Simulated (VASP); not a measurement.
Crystal: Sb2Te4O.

```
Sb Te O
1.0
     4.18571   -2.07800    0.00000
     4.18571    2.07800    0.00000
    -3.62963    0.00000   12.89620
Sb Te O
2 4 1
Direct
  0.85445 0.85445 0.09313
  0.14555 0.14555 0.90687
  0.50952 0.50952 0.23532
  0.49048 0.49048 0.76468
  0.74485 0.74485 0.57245
  0.25515 0.25515 0.42755
  0.00000 0.00000 0.00000
```

The cell was built by a generator and needn't be a form met in nature.

* Program: VASP 6.6.1
* Task: relaxation of cell and atoms
* Functional: PBE
* Potentials or basis: VASP PAW PBE potentials, release 64 (Sb, Te, O)
* Cutoff: 520 eV
* k mesh: 8 × 8 × 4
* Occupations: gaussian, width 0.1 eV
* Spin: no spin polarisation

At the start: pressure 1.0 GPa; volume 32.05 Å³/atom.

Problem. How do energy, volume and symmetry change on relaxing?

Solution. Over 36 steps the energy falls by 6.9 meV/atom and the volume is 33.96 Å³/atom (+6.0 %); space group C2/m (No. 12, to 0.05 Å).

Step by step:
| step | energy change (eV) | largest force (eV/Å) | pressure (GPa) | volume (Å³) |
| --- | --- | --- | --- | --- |
| 1 | 0.0000 | 0.4089 | 0.96 | 224.34 |
| 2 | -0.0055 | 0.4448 | -0.69 | 230.62 |
| 3 | -0.0173 | 0.1943 | 0.04 | 227.72 |
| 4 | -0.0231 | 0.1147 | 0.03 | 228.62 |
| 5 | -0.0272 | 0.1392 | 0.05 | 230.45 |
| 6 | -0.0314 | 0.1078 | 0.02 | 231.67 |
| 7 | -0.0346 | 0.1181 | -0.02 | 233.96 |
| 8 | -0.0381 | 0.0531 | 0.03 | 234.71 |
| 9 | -0.0384 | 0.1213 | 0.07 | 235.05 |
| 10 | -0.0401 | 0.0981 | 0.02 | 235.47 |
| 11 | -0.0430 | 0.0716 | -0.12 | 236.74 |
| 12 | -0.0431 | 0.0873 | -0.15 | 237.11 |
| 13 | -0.0441 | 0.0489 | -0.05 | 236.76 |
| 14 | -0.0443 | 0.0541 | 0.05 | 236.45 |
| 15 | -0.0447 | 0.0433 | 0.04 | 236.55 |
| 16 | -0.0454 | 0.0380 | -0.02 | 236.85 |
| 17 | -0.0455 | 0.0554 | -0.04 | 237.00 |
| 18 | -0.0459 | 0.0448 | -0.03 | 236.95 |
| 19 | -0.0466 | 0.0344 | 0.03 | 236.79 |
| 20 | -0.0467 | 0.0348 | 0.05 | 236.72 |
| 21 | -0.0470 | 0.0298 | -0.02 | 236.93 |
| 22 | -0.0470 | 0.0237 | -0.02 | 236.91 |
| 23 | -0.0472 | 0.0206 | -0.01 | 236.85 |
| 24 | -0.0475 | 0.0177 | 0.03 | 236.65 |
| 25 | -0.0474 | 0.0222 | 0.12 | 236.26 |
| 26 | -0.0476 | 0.0187 | 0.06 | 236.49 |
| 27 | -0.0477 | 0.0228 | 0.01 | 236.80 |
| 28 | -0.0477 | 0.0254 | -0.02 | 236.94 |
| 29 | -0.0478 | 0.0204 | 0.00 | 237.07 |
| 30 | -0.0479 | 0.0307 | 0.02 | 237.45 |
| 31 | -0.0479 | 0.0274 | 0.01 | 237.36 |
| 32 | -0.0481 | 0.0168 | 0.02 | 237.53 |
| 33 | -0.0480 | 0.0489 | 0.02 | 237.83 |
| 34 | -0.0481 | 0.0337 | 0.00 | 237.73 |
| 35 | -0.0481 | 0.0197 | 0.00 | 237.63 |
| 36 | -0.0481 | 0.0094 | 0.02 | 237.71 |

Final structure:
```xyz
7
Lattice="4.4550 -2.0854 -0.0135 4.4550 2.0854 -0.0135 -3.8967 0.0000 12.8046" Properties=species:S:1:pos:R:3 pbc="T T T"
Sb    7.3562    0.0000    1.1975
Sb   -2.3429    0.0000   11.5802
Te    3.6938    0.0000    3.0384
Te    1.3195    0.0000    9.7393
Te    4.3512    0.0000    7.2710
Te    0.6621    0.0000    5.5067
O     0.0000    0.0000    0.0000
```
